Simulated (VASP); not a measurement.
OSZICAR of a VASP run on La (dhcp):

OSZICAR:
```
       N       E                     dE             d eps       ncg     rms          rms(c)
DAV:   1     0.577704909791E+03    0.57770E+03   -0.15154E+04  1264   0.230E+03
DAV:   2     0.130705884470E+03   -0.44700E+03   -0.44144E+03  1896   0.441E+02
DAV:   3     0.815578546276E+01   -0.12255E+03   -0.12149E+03  2244   0.272E+02
DAV:   4    -0.623364170540E+01   -0.14389E+02   -0.14174E+02  2304   0.961E+01
DAV:   5    -0.813108639404E+01   -0.18974E+01   -0.18387E+01  2448   0.329E+01    0.605E+00
DAV:   6    -0.861453180891E+01   -0.48345E+00   -0.23873E+00  2344   0.120E+01    0.358E+00
DAV:   7    -0.861317301228E+01    0.13588E-02   -0.62841E-01  2280   0.682E+00    0.333E-01
DAV:   8    -0.861724338226E+01   -0.40704E-02   -0.97776E-02  2304   0.275E+00    0.175E-01
DAV:   9    -0.861931638238E+01   -0.20730E-02   -0.12481E-02  2464   0.720E-01    0.880E-02
DAV:  10    -0.861975823574E+01   -0.44185E-03   -0.29319E-03  2216   0.335E-01    0.230E-02
DAV:  11    -0.861984776552E+01   -0.89530E-04   -0.62110E-04  2320   0.124E-01    0.153E-02
DAV:  12    -0.861987197131E+01   -0.24206E-04   -0.18920E-04  2296   0.753E-02    0.795E-03
DAV:  13    -0.861987361177E+01   -0.16405E-05   -0.44742E-05  2296   0.337E-02    0.129E-03
DAV:  14    -0.861987567068E+01   -0.20589E-05   -0.12256E-05  1488   0.116E-02    0.751E-04
DAV:  15    -0.861987598520E+01   -0.31452E-06   -0.37790E-06  1344   0.751E-03    0.435E-04
DAV:  16    -0.861987620167E+01   -0.21647E-06   -0.11929E-06  1264   0.525E-03    0.250E-04
DAV:  17    -0.861987619728E+01    0.43879E-08   -0.36758E-07  1224   0.360E-03
   1 F= -.86198762E+01 E0= -.86201213E+01  d E =-.861988E+01
       N       E                     dE             d eps       ncg     rms          rms(c)
DAV:   1    -0.862143195871E+01   -0.15558E-02   -0.12123E-01  1862   0.635E+00    0.167E-01
DAV:   2    -0.862054605765E+01    0.88590E-03   -0.35993E-03  2204   0.738E-01    0.921E-02
DAV:   3    -0.862022149682E+01    0.32456E-03   -0.20999E-03  2320   0.515E-01    0.287E-02
DAV:   4    -0.862021792420E+01    0.35726E-05   -0.10913E-04  2224   0.989E-02    0.188E-02
DAV:   5    -0.862022088672E+01   -0.29625E-05   -0.13065E-05  2160   0.290E-02    0.745E-03
DAV:   6    -0.862022142588E+01   -0.53916E-06   -0.49516E-06  2112   0.186E-02    0.180E-03
DAV:   7    -0.862022171561E+01   -0.28973E-06   -0.75861E-07  1656   0.789E-03    0.156E-03
DAV:   8    -0.862022176718E+01   -0.51572E-07   -0.86647E-08  1040   0.656E-03
   2 F= -.86202218E+01 E0= -.86205312E+01  d E =-.345570E-03
       N       E                     dE             d eps       ncg     rms          rms(c)
DAV:   1    -0.862179508074E+01   -0.15734E-02   -0.14511E-01  1846   0.696E+00    0.183E-01
DAV:   2    -0.862073102957E+01    0.10641E-02   -0.42400E-03  2192   0.795E-01    0.101E-01
DAV:   3    -0.862034437140E+01    0.38666E-03   -0.24908E-03  2320   0.562E-01    0.312E-02
DAV:   4    -0.862034054990E+01    0.38215E-05   -0.12805E-04  2184   0.107E-01    0.205E-02
DAV:   5    -0.862034417395E+01   -0.36240E-05   -0.15333E-05  2128   0.319E-02    0.796E-03
DAV:   6    -0.862034480432E+01   -0.63037E-06   -0.57221E-06  2160   0.204E-02    0.196E-03
DAV:   7    -0.862034512542E+01   -0.32110E-06   -0.84291E-07  1632   0.805E-03    0.167E-03
DAV:   8    -0.862034518557E+01   -0.60155E-07   -0.95856E-08  1016   0.695E-03
   3 F= -.86203452E+01 E0= -.86207434E+01  d E =-.468988E-03
```

**Question.** Which electronic solver shows in the log?

**Answer.** It is blocked Davidson (ALGO = Normal, or the opening steps of other solvers). The INCAR had ALGO = Normal.

**Question.** Can the final energy be trusted as converged?

**Answer.** Self-consistency was reached. It stopped with EDIFF = 1E-7, NELM = 100, NSW = 30 and EDIFFG = -0.01 after 3 ionic steps (vdW-DF2, plane waves, VASP's PBE PAW potentials (set 64)).

The compound is La in the dhcp structure. This cell is one point of a volume scan, at 0.94 of the reference volume. Symmetry was kept, so distortions that lower it aren't found.
